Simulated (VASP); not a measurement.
Consider the following.

```xyz
2
Lattice="0.0000 2.4338 2.4338 2.4338 0.0000 2.4338 2.4338 2.4338 0.0000" Properties=species:S:1:pos:R:3 pbc="T T T"
Y      0.0000     0.0000     0.0000
N      2.4338     2.4338     2.4338
```

Calculation: PBE GGA with D3 dispersion (Becke-Johnson damping), VASP's PBE PAW potentials (set 64) (plane waves; VASP 6.6.1). Numerical set-up: 520 eV cut-off, 9×9×9 Γ-centred mesh, Gaussian smearing of 0.050 eV, potentials Y_sv N.

Problem. Estimate the energy per atom (σ→0).

Solution. 
```yaml
energy per atom (σ→0): -9.438 eV/atom
```

The compound is YN in the rock salt structure. It was relaxed first.
